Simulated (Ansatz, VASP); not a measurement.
## TaIn17W3O36 (Ta_In): VASP beside Ansatz

Aim: how closely do two programs agree when they are given the same cell, functional and k mesh? Of the first pair: The structure shown is the start of the Ansatz relaxation below; VASP solves that cell, so the two are compared at the walk's first step.

Calculated with Ansatz 0.2.0; plane waves, with VASP 6.6.1 beside it; PBEsol.

## Step 1: Starting point

The cell holds 57 atoms: 17 In, 1 Ta, 3 W and 36 O. Its edges and angles: a = 9.520 Å, b = 9.520 Å, c = 8.949 Å, α = 90.0°, β = 90.0°, γ = 120.0°. It derives from In6WO12 (In6WO12 (R-3)). Nearest the centre at fractional (0.633, 0.550, 0.689): Ta18 at 0.05 Å, O38 at 2.10 Å, O24 at 2.12 Å, O56 at 2.17 Å, O53 at 2.26 Å, O33 at 2.27 Å, O26 at 2.29 Å, O47 at 2.82 Å. The cell carries charge +2.

## Step 2: Ansatz: relaxation, PBEsol

Ansatz runs on its default PAW (the set named soft_2) files.

The two programs are compared at the cell with which this relaxation starts, whose forces are those of its first step.

input.yaml

```yaml
crystal:
  lattice:
    - [9.51987652, 0.0, 0.0]
    - [-4.75993826, 8.2444549, 5.0e-08]
    - [0.0, -5.0e-08, 8.94941617]
  atoms:
    - { symbol: In, position: [0.11707317, 0.41700908, 0.02246467] }
    - { symbol: In, position: [0.45040651, 0.08367575, 0.68913133] }
    - { symbol: In, position: [0.78373984, 0.75034242, 0.355798] }
    - { symbol: In, position: [0.29993591, 0.88292683, 0.02246467] }
    - { symbol: Ta, position: [0.63326924, 0.54959349, 0.68913133] }
    - { symbol: In, position: [0.96660258, 0.21626016, 0.355798] }
    - { symbol: In, position: [0.24965758, 0.03339742, 0.355798] }
    - { symbol: In, position: [0.58299092, 0.70006409, 0.02246467] }
    - { symbol: In, position: [0.91632425, 0.36673076, 0.68913133] }
    - { symbol: In, position: [0.21626016, 0.24965758, 0.644202] }
    - { symbol: In, position: [0.54959349, 0.91632425, 0.31086867] }
    - { symbol: In, position: [0.88292683, 0.58299092, 0.97753533] }
    - { symbol: In, position: [0.03339742, 0.78373984, 0.644202] }
    - { symbol: In, position: [0.36673076, 0.45040651, 0.31086867] }
    - { symbol: In, position: [0.70006409, 0.11707317, 0.97753533] }
    - { symbol: In, position: [0.08367575, 0.63326924, 0.31086867] }
    - { symbol: In, position: [0.41700908, 0.29993591, 0.97753533] }
    - { symbol: In, position: [0.75034242, 0.96660258, 0.644202] }
    - { symbol: W, position: [0.0, 0.0, 0.0] }
    - { symbol: W, position: [0.33333333, 0.66666667, 0.66666667] }
    - { symbol: W, position: [0.66666667, 0.33333333, 0.33333333] }
    - { symbol: O, position: [0.13396173, 0.44788141, 0.27185623] }
    - { symbol: O, position: [0.46729507, 0.11454807, 0.93852289] }
    - { symbol: O, position: [0.8006284, 0.78121474, 0.60518956] }
    - { symbol: O, position: [0.31391967, 0.86603827, 0.27185623] }
    - { symbol: O, position: [0.64725301, 0.53270493, 0.93852289] }
    - { symbol: O, position: [0.98058634, 0.1993716, 0.60518956] }
    - { symbol: O, position: [0.21878526, 0.01941366, 0.60518956] }
    - { symbol: O, position: [0.55211859, 0.68608033, 0.27185623] }
    - { symbol: O, position: [0.88545193, 0.35274699, 0.93852289] }
    - { symbol: O, position: [0.1993716, 0.21878526, 0.39481044] }
    - { symbol: O, position: [0.53270493, 0.88545193, 0.06147711] }
    - { symbol: O, position: [0.86603827, 0.55211859, 0.72814377] }
    - { symbol: O, position: [0.01941366, 0.8006284, 0.39481044] }
    - { symbol: O, position: [0.35274699, 0.46729507, 0.06147711] }
    - { symbol: O, position: [0.68608033, 0.13396173, 0.72814377] }
    - { symbol: O, position: [0.11454807, 0.64725301, 0.06147711] }
    - { symbol: O, position: [0.44788141, 0.31391967, 0.72814377] }
    - { symbol: O, position: [0.78121474, 0.98058634, 0.39481044] }
    - { symbol: O, position: [0.17331527, 0.49026817, 0.7856285] }
    - { symbol: O, position: [0.50664861, 0.15693484, 0.45229517] }
    - { symbol: O, position: [0.83998194, 0.8236015, 0.11896184] }
    - { symbol: O, position: [0.15693484, 0.65028623, 0.54770483] }
    - { symbol: O, position: [0.49026817, 0.3169529, 0.2143715] }
    - { symbol: O, position: [0.8236015, 0.98361957, 0.88103816] }
    - { symbol: O, position: [0.01638043, 0.83998194, 0.88103816] }
    - { symbol: O, position: [0.34971377, 0.50664861, 0.54770483] }
    - { symbol: O, position: [0.6830471, 0.17331527, 0.2143715] }
    - { symbol: O, position: [0.16001806, 0.1763985, 0.88103816] }
    - { symbol: O, position: [0.49335139, 0.84306516, 0.54770483] }
    - { symbol: O, position: [0.82668473, 0.50973183, 0.2143715] }
    - { symbol: O, position: [0.1763985, 0.01638043, 0.11896184] }
    - { symbol: O, position: [0.50973183, 0.6830471, 0.7856285] }
    - { symbol: O, position: [0.84306516, 0.34971377, 0.45229517] }
    - { symbol: O, position: [0.3169529, 0.82668473, 0.7856285] }
    - { symbol: O, position: [0.65028623, 0.49335139, 0.45229517] }
    - { symbol: O, position: [0.98361957, 0.16001806, 0.11896184] }
  host:
    repeats: [1, 1, 1]
    atoms:
      - { symbol: In, position: [0.11707317, 0.41700908, 0.02246467] }
      - { symbol: In, position: [0.45040651, 0.08367575, 0.68913133] }
      # ... 55 more atoms of the perfect host
total_charge: 2
basis:
  ecutwfc: 420
  xc_grid: 2
hamiltonian:
  xc: pbesol
kpoints:
  mp_grid: { grid: [1, 1, 1], shift: [0.25, 0.25, 0.25] }
scf:
  occupations: { method: fixed }
  max_iter: 60
output:
  forces: true
  charged_corrections:
    epsilon: [5.58, 5.58, 5.24]
    static_epsilon: [50.41, 50.41, 19.21]
    defect_position: [0.633269, 0.549593, 0.689131]
relax:
  f_tol: 0.02
  max_steps: 80
  random_displacement: { amplitude: 0.05, seed: 7566 }
checkpoint:
  write: "../qp2.relax.run"
  compress: false
  write_wavefunctions: true
  write_every: 100000
```

The run is started by

```
$ ansatz run input.yaml --threads 4 --pin off --max-ram 7536MiB --backend cpu --events-out ev --progress --plain --runs-dir out
```

Numbers of over 12 decimals in the logs are rounded to 6 here.

The program printed:

```text
Engine: ansatz 0.2.0, aarch64-unknown-linux-gnu
Pseudopotentials: kind: paw
Pseudopotential: In, paw, valence charge 13, recommended cutoff 420 eV (normal), In.paw.azcp
Pseudopotential: Ta, paw, valence charge 13, recommended cutoff 420 eV (normal), Ta.paw.azcp
Pseudopotential: W, paw, valence charge 14, recommended cutoff 420 eV (normal), W.paw.azcp
Pseudopotential: O, paw, valence charge 6, recommended cutoff 420 eV (normal), O.paw.azcp
Functional definition: PBEsol
  exchange = pbesol_x
  correlation = pbesol_c
Crystal: 57 atoms, lattice volume = 702.406 Å³
Basis set: ecut = 420 eV, 13709 PW (Γ), exchange–correlation on 128×128×120 points (8 copies of the dense FFT grid, shifted against one another)
Bands: 302, of which v1, the nominal top of the filled ones, is band 245 counted from 1 (244 counted from 0)
Symmetry: 1 space group operations
k-points: 1
Non-local potential: In, projectors of the file, l = 0: 2, l = 1: 2, l = 2: 2, l = 3: 2
Non-local potential: Ta, projectors of the file, l = 0: 3, l = 1: 2, l = 2: 2, l = 3: 1
Non-local potential: W, projectors of the file, l = 0: 3, l = 1: 2, l = 2: 2, l = 3: 1
Non-local potential: O, projectors of the file, l = 0: 2, l = 1: 2, l = 2: 1
PAW form: soft (Blöchl's): semilocal exchange-correlation on the pseudo side does not see the compensation charge
PAW frozen core: In, regenerated for the run's functional, and the local potential with it (the file was generated under x = pbe(κ = 0.804, μ = 0.219515), c = pbe(β = 0.066725))
PAW frozen core: Ta, regenerated for the run's functional, and the local potential with it (the file was generated under x = pbe(κ = 0.804, μ = 0.219515), c = pbe(β = 0.066725))
PAW frozen core: W, regenerated for the run's functional, and the local potential with it (the file was generated under x = pbe(κ = 0.804, μ = 0.219515), c = pbe(β = 0.066725))
PAW frozen core: O, regenerated for the run's functional, and the local potential with it (the file was generated under x = pbe(κ = 0.804, μ = 0.219515), c = pbe(β = 0.066725))
PAW one-centre angular grid: In, 590 points (default); XC on 64 Gauss nodes
PAW one-centre angular grid: Ta, 590 points (default); XC on 64 Gauss nodes
PAW one-centre angular grid: W, 590 points (default); XC on 64 Gauss nodes
PAW one-centre angular grid: O, 110 points (default); XC on 64 Gauss nodes
Initial density: superposition of atomic densities (neutral atoms scaled as one to the charged cell's electrons: chi_scale 0, normalization atom), corrected by the library's trained network
Initial wavefunctions: pseudopotential atomic-orbital guess
Functional: x = pbesol(κ = 0.804, μ = 0.123457), c = pbesol(β = 0.046)
SCF iter   1: F=—  HF=-154729.184516 eV  |F-HF|=—  |Δ(HF+E_count)|=         —  Δρ=1.28e-2  dr2=1.70e0  ethr=1.77e-3  ⟨swp⟩=5.0  Hψ=964  notcnv=0  defer=55
preconditioner: auto → Resta (q_TF=auto, 2.569 Å⁻¹)  ε∞=5.1  [insulator: Δε(μ)=2.356 eV  Ē_g=14.750 eV  n_scr=198 (ndim 8)  ℏωp=30.0 eV  f_vac=0.033  ε∞_Penn≈5.1]
SCF iter   2: F=—  HF=-154728.783680 eV  |F-HF|=—  |Δ(HF+E_count)|=   4.01e-1  Δρ=3.76e-3  dr2=2.04e-1  ethr=3.47e-4  ⟨swp⟩=3.0  Hψ=405  notcnv=0  defer=55
SCF iter   3: F=—  HF=-154728.743070 eV  |F-HF|=—  |Δ(HF+E_count)|=   4.06e-2  Δρ=1.98e-3  dr2=3.42e-2  ethr=4.16e-5  ⟨swp⟩=3.0  Hψ=364  notcnv=0  defer=55
SCF iter   4: F=—  HF=-154728.733130 eV  |F-HF|=—  |Δ(HF+E_count)|=   9.94e-3  Δρ=8.40e-4  dr2=5.42e-3  ethr=6.97e-6  ⟨swp⟩=2.0  Hψ=364  notcnv=0  defer=55
SCF iter   5: F=—  HF=-154728.732724 eV  |F-HF|=—  |Δ(HF+E_count)|=   4.06e-4  Δρ=4.63e-4  dr2=1.49e-3  ethr=1.11e-6  ⟨swp⟩=2.0  Hψ=546  notcnv=0  defer=55
SCF iter   6: F=—  HF=-154728.732481 eV  |F-HF|=—  |Δ(HF+E_count)|=   2.43e-4  Δρ=1.45e-4  dr2=1.31e-4  ethr=3.04e-7  ⟨swp⟩=2.0  Hψ=468  notcnv=0  defer=55
SCF iter   7: F=—  HF=-154728.732508 eV  |F-HF|=—  |Δ(HF+E_count)|=   2.77e-5  Δρ=6.15e-5  dr2=2.83e-5  ethr=2.68e-8  ⟨swp⟩=2.0  Hψ=448  notcnv=0  defer=55
SCF iter   8: F=-154728.732509 eV  HF=-154728.732511 eV  |F-HF|=2.02e-6  |Δ(HF+E_count)|=   2.43e-6  Δρ=2.93e-5  dr2=6.09e-6  ethr=2.04e-9  ⟨swp⟩=4.0  Hψ=898  notcnv=0
SCF 1 converged in 8 iterations: F = -154728.732509 eV  dr2 = 6.09e-6
  greatest PAW one-centre occupation: 1.000 electrons in one spin orbital (limit 2), on the W atom at site 20 (counted from 0), in its partial waves of l = 0
relax step   1: F+E_penalty+E_count = -154728.73250877 eV  Δ(F+E_penalty+E_count) = +0.000e0 eV  max|allowed force component| = 3.848e0 eV/Å  Δτ_max = 0.0000 Å  (8 SCF iters, dr2 threshold 1.00e-5 eV, accepted)
Initial density: handed on by an earlier stage of this run
Initial wavefunctions: those handed on with the density
iter 1 solved again at ethr=2.28e-4 eV; its pass at ethr=3.10e-3 eV (dr2=1.12e0 eV) is discarded
[...]
atom  50  O      0.00014256    -0.00100153    -0.00132292
  atom  51  O      0.00017878    -0.00057454     0.00001605
  atom  52  O     -0.00138064     0.00163555    -0.00078484
  atom  53  O      0.00343498    -0.00221503     0.00029030
  atom  54  O     -0.00057156    -0.00014973     0.00134077
  atom  55  O      0.00350018    -0.00423142    -0.00339029
  atom  56  O      0.00120656     0.00314615    -0.00025558
  atom  57  O     -0.00024565    -0.00081724     0.00016707
  max |Σ_I F_I| component: 2.00e-5 eV/Å
--- Charged-cell corrections in eV (Makov–Payne, q = +2.000 e, ε = [50.410, 50.410, 19.210]) ---
  F (periodic)     = -154732.149402  (uncorrected; the corrections below are reported, never added to it)
  E_corr1          = +0.230572  (monopole, q²α_M/2ε̄L, of the cell on which ε is isotropic)
  F Makov-Payne    = -154731.918830  (F + E_corr1; no measured alignment; for a localised charge, not one spread in a band: unchecked)
  no potential alignment in this run, which stands beside a crystal: run the host's input off ansatz write-host-input, and read the two finished runs by ansatz place-levels (neither reads a slab, a wire or a sheet, whose cell leaves a vacuum)
--- Band table (eV) ---
  k-point 0: bands = [... 241 lower, 8.8983, 8.9564, 8.9915, 9.0278, 12.1280, 12.1689, 12.2180, 12.2904, ... 53 higher]
--- Relaxed structure (11 steps of the walk, 11 accepted, 0 SCFs on fresh bases) ---
  F+E_penalty+E_count = -154732.14940166 eV   max|allowed force component| = 1.096e-2 eV/Å
  atoms:
    - { symbol: In, position: [0.118176, 0.422232, 0.021376] }
    - { symbol: In, position: [0.449864, 0.080895, 0.690963] }
    - { symbol: In, position: [0.785035, 0.741747, 0.344235] }
    - { symbol: In, position: [0.299806, 0.883983, 0.029678] }
    - { symbol: Ta, position: [0.614058, 0.545845, 0.682464] }
    - { symbol: In, position: [0.969570, 0.215951, 0.354374] }
    - { symbol: In, position: [0.246846, 0.030528, 0.359105] }
    - { symbol: In, position: [0.579667, 0.697399, 0.021972] }
    - { symbol: In, position: [0.908825, 0.368164, 0.687175] }
    - { symbol: In, position: [0.214149, 0.248062, 0.646334] }
    - { symbol: In, position: [0.549716, 0.910204, 0.309862] }
    - { symbol: In, position: [0.878070, 0.586733, 0.981949] }
    - { symbol: In, position: [0.019184, 0.784752, 0.646041] }
    - { symbol: In, position: [0.366890, 0.450987, 0.314588] }
    - { symbol: In, position: [0.702005, 0.120147, 0.974057] }
    - { symbol: In, position: [0.077752, 0.629755, 0.310635] }
    - { symbol: In, position: [0.414238, 0.296012, 0.984530] }
    - { symbol: In, position: [0.753366, 0.971537, 0.636991] }
    - { symbol: W, position: [0.000693721, 0.00255098, -0.00336849] }
    - { symbol: W, position: [0.330296, 0.667829, 0.666588] }
    - { symbol: W, position: [0.663827, 0.328483, 0.336217] }
    - { symbol: O, position: [0.136405, 0.448992, 0.274234] }
    - { symbol: O, position: [0.464870, 0.113494, 0.937654] }
    - { symbol: O, position: [0.781060, 0.769086, 0.605239] }
    - { symbol: O, position: [0.314357, 0.865095, 0.275904] }
    - { symbol: O, position: [0.642738, 0.530038, 0.919530] }
    - { symbol: O, position: [0.979852, 0.203709, 0.602700] }
    - { symbol: O, position: [0.219470, 0.015989, 0.610097] }
    - { symbol: O, position: [0.553673, 0.683591, 0.270834] }
    - { symbol: O, position: [0.885524, 0.360074, 0.934942] }
    - { symbol: O, position: [0.201563, 0.219529, 0.399792] }
    - { symbol: O, position: [0.538505, 0.889968, 0.062067] }
    - { symbol: O, position: [0.836768, 0.546314, 0.717172] }
    - { symbol: O, position: [0.018468, 0.799623, 0.402836] }
    - { symbol: O, position: [0.352370, 0.466991, 0.060356] }
    - { symbol: O, position: [0.684969, 0.133296, 0.727083] }
    - { symbol: O, position: [0.111719, 0.646835, 0.062852] }
    - { symbol: O, position: [0.460622, 0.318441, 0.719051] }
    - { symbol: O, position: [0.783420, 0.979054, 0.389525] }
    - { symbol: O, position: [0.176615, 0.483288, 0.779999] }
    - { symbol: O, position: [0.508242, 0.156807, 0.453805] }
    - { symbol: O, position: [0.836888, 0.820857, 0.108631] }
    - { symbol: O, position: [0.160507, 0.645616, 0.549050] }
    - { symbol: O, position: [0.494132, 0.325492, 0.218423] }
    - { symbol: O, position: [0.834444, 0.990997, 0.871616] }
[...]
- { symbol: O, position: [0.493244, 0.840491, 0.548878] }
    - { symbol: O, position: [0.820618, 0.527743, 0.223331] }
    - { symbol: O, position: [0.174263, 0.015915, 0.121085] }
    - { symbol: O, position: [0.520409, 0.670855, 0.781402] }
    - { symbol: O, position: [0.848356, 0.358356, 0.448816] }
    - { symbol: O, position: [0.333400, 0.818581, 0.797273] }
    - { symbol: O, position: [0.644822, 0.486968, 0.471828] }
    - { symbol: O, position: [0.984675, 0.161546, 0.113524] }
```

In the SCF lines HF is the Harris–Foulkes energy and dr2 the Hartree energy of the density residual, in eV; the loop may stop once dr2 is under the threshold and the program's other checks hold. Hψ counts applications of the Hamiltonian.

[end of part 1 of 3]

[Lines on the potential files, build, host, timing and source positions are cut from VASP's logs without a mark.]

[Logs are printed without paths, hosts, clocks, repeated set-up lines and the standing remarks that a program may print on its own settings, such as how far it seeks lower states.]

[Hosts, paths, dates, database ids (printed as entryN), source tags and the programs' standing remarks are cut or masked in the printed files.]
